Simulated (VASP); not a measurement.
All values below come from vdW-DF2, VASP's PBE PAW potentials (set 64) (plane waves; VASP).

VASP input:

INCAR:
```
AGGAC  =  0.0
ALGO  =  Normal
EDIFF  =  1E-7
ENCUT  =  520
GGA  =  ML
ISIF  =  2
ISMEAR  =  0
LASPH  =  .TRUE.
LCHARG  =  .FALSE.
LMAXMIX  =  4
LREAL  =  .FALSE.
LUSE_VDW  =  .TRUE.
LWAVE  =  .FALSE.
NELM  =  100
PREC  =  Accurate
SIGMA  =  0.05
SYSTEM  =  CuI
ZAB_VDW  =  -1.8867
```

File POSCAR:
```
CuI
1
    0.0000000000     3.0883535681     3.0883535681
    3.0883535681     0.0000000000     3.0883535681
    3.0883535681     3.0883535681     0.0000000000
Cu I
1 1
Direct
  0.0000000000   0.0000000000   0.0000000000
  0.2500000000   0.2500000000   0.2500000000
```

### KPOINTS
```
Automatic mesh
0
Gamma
7 7 7
0 0 0
```

POTCAR, in this order: Cu I (PBE.64 set). Program: vasp_std.

What VASP printed:

OSZICAR:
```
       N       E                     dE             d eps       ncg     rms          rms(c)
DAV:   1     0.113042731708E+03    0.11304E+03   -0.80825E+03   520   0.146E+03
DAV:   2     0.775605928024E+01   -0.10529E+03   -0.98251E+02   530   0.264E+02
DAV:   3    -0.268641385459E+00   -0.80247E+01   -0.79036E+01   716   0.838E+01
DAV:   4    -0.543267559381E+00   -0.27463E+00   -0.27445E+00   623   0.141E+01
DAV:   5    -0.555902554037E+00   -0.12635E-01   -0.12634E-01   773   0.324E+00    0.441E+00
DAV:   6    -0.478649131709E+00    0.77253E-01   -0.24268E+00   543   0.447E+01    0.277E+00
DAV:   7    -0.393493605125E+00    0.85156E-01   -0.52624E-01   580   0.252E+01    0.147E+00
DAV:   8    -0.393516998202E+00   -0.23393E-04   -0.30738E-02   797   0.251E+00    0.354E-01
DAV:   9    -0.391843587961E+00    0.16734E-02   -0.77279E-03   618   0.278E+00    0.145E-01
DAV:  10    -0.391910532700E+00   -0.66945E-04   -0.62634E-04   789   0.276E-01    0.257E-02
DAV:  11    -0.391909317791E+00    0.12149E-05   -0.41884E-05   638   0.180E-01    0.225E-02
DAV:  12    -0.391908029366E+00    0.12884E-05   -0.92656E-06   757   0.103E-01    0.297E-03
DAV:  13    -0.391908563139E+00   -0.53377E-06   -0.12918E-06   670   0.111E-02    0.124E-03
DAV:  14    -0.391908525178E+00    0.37961E-07   -0.64175E-08   330   0.854E-03
   1 F= -.39190853E+00 E0= -.39190853E+00  d E =-.198945E-15
```

**OUTCAR**
```
------------------------ aborting loop because EDIFF is reached ----------------------------------------
  FORCE on cell =-STRESS in cart. coord.  units (eV):
  Direction    XX          YY          ZZ          XY          YZ          ZX
  --------------------------------------------------------------------------------------
  Total        0.7993425      0.7993425      0.7993425     -0.0000000     -0.0000000     -0.0000000
  in kB       21.7386437     21.7386437     21.7386437     -0.0000000     -0.0000000     -0.0000000
  external PRESSURE =      21.7386437 kB  Pullay stress =       0.0000000 kB
  volume of cell :       58.91
      direct lattice vectors                 reciprocal lattice vectors
     0.000000000  3.088353568  3.088353568    -0.161898561  0.161898561  0.161898561
     3.088353568  0.000000000  3.088353568     0.161898561 -0.161898561  0.161898561
     3.088353568  3.088353568  0.000000000     0.161898561  0.161898561 -0.161898561
  FREE ENERGIE OF THE ION-ELECTRON SYSTEM (eV)
  ---------------------------------------------------
  free  energy   TOTEN  =        -0.3919085252 eV

  energy  without entropy=       -0.3919085252  energy(sigma->0) =       -0.39190853
```
(Selected blocks of OUTCAR.)

OUTCAR:
```
 val. band max:        3.7793942560   @ k =   0.0000   0.0000   0.0000

 cond. band min:       4.7025700174   @ k =   0.0000   0.0000   0.0000


 Fermi energy:         4.0432402500

 k-point     1 :       0.0000    0.0000    0.0000
  band No.  band energies     occupation
      1      -9.8793      2.00000
      2       0.4626      2.00000
      3       0.4626      2.00000
      4       0.4626      2.00000
      5       2.0952      2.00000
      6       2.0952      2.00000
      7       3.7794      2.00000
      8       3.7794      2.00000
      9       3.7794      2.00000
     10       4.7026      0.00000
     11       8.8518      0.00000
     12       8.8518      0.00000
     13       8.8518      0.00000

 k-point     2 :       0.1429    0.0000    0.0000
  band No.  band energies     occupation
      1      -9.7986      2.00000
      2       0.1010      2.00000
      3       0.4706      2.00000
      4       0.4706      2.00000
      5       2.0891      2.00000
      6       2.0891      2.00000
      7       3.0897      2.00000
      8       3.6498      2.00000
      9       3.6498      2.00000
     10       5.5198      0.00000
     11       8.6761      0.00000
     12       9.0968      0.00000
     13       9.0968      0.00000

 k-point     3 :       0.2857    0.0000    0.0000
  band No.  band energies     occupation
      1      -9.6051      2.00000
      2      -0.6763      2.00000
      3       0.4848      2.00000
      4       0.4848      2.00000
      5       2.0907      2.00000
      6       2.0907      2.00000
      7       2.4822      2.00000
      8       3.3826      2.00000
      9       3.3826      2.00000
     10       5.9416      0.00000
     11       9.3892      0.00000
     12       9.3892      0.00000
     13       9.5051      0.00000

 k-point     4 :       0.4286    0.0000    0.0000
  band No.  band energies     occupation
      1      -9.4356      2.00000
      2      -1.2635      2.00000
      3       0.4917      2.00000
...
```

Unless said otherwise, spin-orbit coupling is left out, though it shifts the bands of the heavy elements here.

The compound is CuI in the zinc blende structure. This cell is one point of a volume scan, at 0.94 of the reference volume.
